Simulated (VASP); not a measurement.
Energy against volume of CdSe (zinc blende). Level of theory: PBEsol GGA, VASP's PBE PAW potentials (set 64) (plane waves; VASP).

```json
[
 {"V (Å³/atom)": "26.601", "E (eV/atom)": "-3.07003"},
 {"V (Å³/atom)": "27.450", "E (eV/atom)": "-3.08428"},
 {"V (Å³/atom)": "28.299", "E (eV/atom)": "-3.08870"},
 {"V (Å³/atom)": "29.148", "E (eV/atom)": "-3.08482"},
 {"V (Å³/atom)": "29.997", "E (eV/atom)": "-3.07395"}
]
```

Q: Fit a third-order Birch-Murnaghan equation of state.

A: 
```
Quantity                                        Result
---------------------------------------  -------------
volume per atom                          28.30 Å³/atom
bulk modulus                                  52.0 GPa
pressure derivative of the bulk modulus           4.68
lattice constant a                             6.095 Å
```

Measured: a 6.077 Å (computed value off by +0.3 %), as given by arXiv:1206.3780. The calculation is for a static lattice, while the measured a holds thermal and zero-point effects, which are part of the difference.

The compound is CdSe in the zinc blende structure, whereas wurtzite is the usual form. It was relaxed first.
